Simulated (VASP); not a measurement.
# OMgSH2 in VASP: reference runs

How does OMgSH2 come out in PBE? The cell is run as given.

Everything below comes from runs of VASP 6.6.1. Logs are shortened: lines on timing, memory, paths and dates and some standing lists are left out, and cuts for length are marked.

## (1) Starting point

The cell holds a molecule in a box, 5 atoms: a = 13.000 Å, b = 13.000 Å, c = 11.000 Å, α = 90.00°, β = 90.00°, γ = 90.00°.

## (2) Single point, PBE

INCAR

```
PREC = Accurate
ENCUT = 520
EDIFF = 1E-7
ISMEAR = 0
SIGMA = 0.01
LREAL = F
LASPH = T
NELM = 100
ALGO = Normal
ISIF = 2
LWAVE = F
LCHARG = T
GGA = PE
LELF = T
LVHAR = T
LVACPOTAV = T
NBANDS = 16
```

KPOINTS

```
Automatic mesh
0
Gamma
  1 1 1
```

POSCAR

```
MgH2SO
1.0
   13.0000000000      0.0000000000      0.0000000000
    0.0000000000     13.0000000000      0.0000000000
    0.0000000000      0.0000000000     11.0000000000
O Mg S H
1 1 1 2
Direct
    0.3923538500      0.4148538500      0.5551227300
    0.4704846200      0.5164230800      0.5044409100
    0.5688461500      0.6519692300      0.4416954500
    0.3577076900      0.3512615400      0.5644863600
    0.6442923100      0.6297846200      0.5211500000
```

Potentials or basis: VASP PAW PBE potentials, release 64 (O, Mg, S, H).

Run with:

```console
$ cat potpaw_PBE.64/O/POTCAR potpaw_PBE.64/Mg/POTCAR potpaw_PBE.64/S/POTCAR potpaw_PBE.64/H/POTCAR > POTCAR
$ mpirun -np 1 vasp_gam > vasp.out
```

OUTCAR:

```text
PREC = Accurate
   ENCUT = 520
   EDIFF = 1E-7
   ISMEAR = 0
   LREAL = F
   LASPH = T
   NELM = 100
   ISIF = 2
   GGA = PE

 ion  position               nearest neighbor table
   1  0.392  0.415  0.555-   4 0.95   2 1.76
   2  0.470  0.516  0.504-   1 1.76   3 2.28
   3  0.569  0.652  0.442-   5 1.34   2 2.28
   4  0.358  0.351  0.564-   1 0.95
   5  0.644  0.630  0.521-   3 1.34

  LATTYP: Found a simple tetragonal cell.
 ALAT       =    13.0000000000
 C/A-ratio  =     0.8461538462

  Lattice vectors:

 A1 = (  13.0000000000,   0.0000000000,   0.0000000000)
 A2 = (   0.0000000000,  13.0000000000,   0.0000000000)
 A3 = (   0.0000000000,   0.0000000000,  11.0000000000)

Analysis of symmetry for initial positions (statically):
=====================================================================
 Subroutine PRICEL returns:
 Original cell was already a primitive cell.

 Routine SETGRP: Setting up the symmetry group for a
 simple tetragonal supercell.

 Subroutine GETGRP returns: Found  1 space group operations
 (whereof  1 operations were pure point group operations)
 out of a pool of 16 trial point group operations.

The static configuration has the point symmetry C_1 .

Analysis of symmetry for dynamics (positions and initial velocities):
=====================================================================
 Subroutine PRICEL returns:
 Original cell was already a primitive cell.

 Routine SETGRP: Setting up the symmetry group for a
 simple tetragonal supercell.

 Subroutine GETGRP returns: Found  1 space group operations
 (whereof  1 operations were pure point group operations)
 out of a pool of 16 trial point group operations.

The dynamic configuration has the point symmetry C_1 .

 Subroutine INISYM returns: Found  1 space group operations
 (whereof  1 operations are pure point group operations),
 and found     1 'primitive' translations

----------------------------------------------------------------------------------------

                                     Primitive cell

  volume of cell :    1859.0000

  direct lattice vectors                    reciprocal lattice vectors
    13.000000000  0.000000000  0.000000000     0.076923077  0.000000000  0.000000000
[... 67 lines left out ...]
   NELM   =    100;   NELMIN=  2; NELMDL= -5     # of ELM steps
   EDIFF  = 0.1E-06   stopping-criterion for ELM
   LREAL  =      F    real-space projection
   EDIFFG = 0.1E-05   stopping-criterion for IOM
   NSW    =      0    number of steps for IOM
   IBRION =     -1    ionic relax: 0-MD 1-quasi-New 2-CG
   NFREE  =      0    steps in history (QN), initial steepest desc. (CG)
   ISIF   =      2    stress and relaxation
   ISYM   =      2    0-nonsym 1-usesym 2-fastsym
   POTIM  = 0.5000    time-step for ionic-motion
   TEBEG  =    0.0;   TEEND  =   0.0 temperature during run
   PSTRESS=    0.0 pullay stress
   NELECT =      16.0000    total number of electrons
   NUPDOWN=      -1.0000    fix difference up-down
   EMIN   =  10.00;   EMAX   =-10.00  energy-range for DOS
   EFERMI =   0.00;   METHOD = LEGACY
   ISMEAR =     0;   SIGMA  =   0.01  broadening in eV -4-tet -1-fermi 0-gaus
   EFERMI_NEDOS =   21; number of points for ismear=-14 and -15
   IALGO  =     38    algorithm
   IMIX   =      4    mixing-type and parameters
     AMIX     =   0.40;   BMIX     =  1.00
     AMIX_MAG =   1.60;   BMIX_MAG =  1.00
  volume/ion in A,a.u.               =     371.80      2509.03
  Fermi-wavevector in a.u.,A,eV,Ry     =   0.335497  0.633997  1.531446  0.112558
  Thomas-Fermi vector in A             =   1.235088
   LORBIT       =      0    0 simple, 1 ext, 2 COOP (PROOUT), +10 PAW based schemes
   GGA     = PE    functional components
   LHFCALC =     F    Hartree Fock is set to
   AEXX    =    0.0000 exact exchange contribution
   IVDW    =     0    specifies the selected vdW correction
   LEPSILON=     F    determine dielectric tensor
   LRPA    =     F    only Hartree local field effects (RPA)
 non-spin polarized calculation
 Gauss-broadening in eV      SIGMA  =   0.01
  energy-cutoff  :      520.00
  volume of cell :     1859.00
 maximum number of plane-waves:     25047
 NGX is ok and might be reduce to    98
   NGX = 49   NGY = 49   NGZ = 41

 number of electron      15.9999998 magnetization

 Free energy of the ion-electron system (eV)
  ---------------------------------------------------
  ext. energy  EPLUGINS =         0.00000000
  ---------------------------------------------------
  free energy    TOTEN  =       -20.57699180 eV

  energy without entropy =      -20.57699180  energy(sigma->0) =      -20.57699180

 E-fermi :  -5.6616     XC(G=0):  -0.7536

 val. band max:       -5.7705971538   @ k =   0.0000   0.0000   0.0000
 cond. band min:      -1.8076499451   @ k =   0.0000   0.0000   0.0000
 fundamental gap:      3.9629472087
 Fermi energy:        -5.6615909914

 k-point     1 :       0.0000    0.0000    0.0000
  band No.  band energies     occupation
      1     -22.7473      2.00000
      2     -17.0574      2.00000
      3     -10.9950      2.00000
      4      -9.3526      2.00000
      5      -6.8822      2.00000
      6      -6.3426      2.00000
[... 8 lines left out ...]
     15       0.7673      0.00000
     16       0.8328      0.00000

------------------------ aborting loop because EDIFF is reached ----------------------------------------

  FORCE on cell =-STRESS in cart. coord.  units (eV):
  Direction    XX          YY          ZZ          XY          YZ          ZX
  --------------------------------------------------------------------------------------
  -------------------------------------------------------------------------------------
  Total        0.4322144      0.8760100      0.1377527      0.5460133     -0.3008747     -0.0694940
  in kB        0.3725035      0.7549884      0.1187220      0.4705810     -0.2593085     -0.0598933
  external PRESSURE =       0.4154047 kB  Pullay stress =       0.0000000 kB

 VOLUME and BASIS-vectors are now :
 -----------------------------------------------------------------------------
  energy-cutoff  :      520.00
  volume of cell :     1859.00
      direct lattice vectors                 reciprocal lattice vectors
    13.000000000  0.000000000  0.000000000     0.076923077  0.000000000  0.000000000
     0.000000000 13.000000000  0.000000000     0.000000000  0.076923077  0.000000000
     0.000000000  0.000000000 11.000000000     0.000000000  0.000000000  0.090909091

 POSITION                                       TOTAL-FORCE (eV/Angst)
 -----------------------------------------------------------------------------------
      5.10060      5.39310      6.10635         0.122282      0.353207      0.033892
      6.11630      6.71350      5.54885         0.110748      0.087753     -0.040255
      7.39500      8.47560      4.85865        -0.051323      0.169494     -0.173189
      4.65020      4.56640      6.20935        -0.293990     -0.554466      0.059259
      8.37580      8.18720      5.73265         0.112283     -0.055988      0.120293
 -----------------------------------------------------------------------------------
    total drift:                               -0.000240      0.000508     -0.000035

  FREE ENERGIE OF THE ION-ELECTRON SYSTEM (eV)
  ---------------------------------------------------
  free  energy   TOTEN  =       -20.5769918049 eV

  energy  without entropy=      -20.5769918049  energy(sigma->0) =      -20.57699180
```

OSZICAR:

```text
N       E                     dE             d eps       ncg     rms          rms(c)
DAV:   1     0.840777140477E+02    0.84078E+02   -0.41023E+03    48   0.538E+02
DAV:   2    -0.104734730373E+02   -0.94551E+02   -0.94032E+02    64   0.111E+02
DAV:   3    -0.246088342120E+02   -0.14135E+02   -0.14009E+02    40   0.499E+01
[... 19 lines left out ...]
DAV:  23    -0.205769907660E+02   -0.24749E-05   -0.90758E-08    24   0.103E-03    0.240E-04
DAV:  24    -0.205769913902E+02   -0.62417E-06   -0.33678E-08    32   0.687E-04    0.210E-04
DAV:  25    -0.205769916535E+02   -0.26333E-06   -0.15161E-08    24   0.470E-04    0.828E-05
DAV:  26    -0.205769917714E+02   -0.11786E-06   -0.11868E-08    24   0.383E-04    0.503E-05
DAV:  27    -0.205769918049E+02   -0.33587E-07   -0.20029E-09    32   0.253E-04
   1 F= -.20576992E+02 E0= -.20576992E+02  d E =-.140302E-53
```

Wall time 3.7 min (1 thread of Intel Xeon Platinum 8488C (Sapphire Rapids), shared host); peak memory 1.4 GiB.

What came out:

```yaml
Free_energy: -20.5770 eV
Largest_force: 0.630 eV/Å
Gap_between_the_frontier_levels: 3.96 eV
```

Forces in eV/Å, atoms in the order of the input:
```
O    0.122  0.353  0.034
Mg   0.111  0.088 -0.040
S   -0.051  0.169 -0.173
H   -0.294 -0.554  0.059
H    0.112 -0.056  0.120
```

Levels at points of the mesh, in eV from the valence-band top:
```tsv
k point	band 5	band 6	band 7	band 8	band 9	band 10	band 11	band 12
(0.00, 0.00, 0.00)	-1.11	-0.57	-0.55	0.00	3.96	5.34	5.64	5.71
```
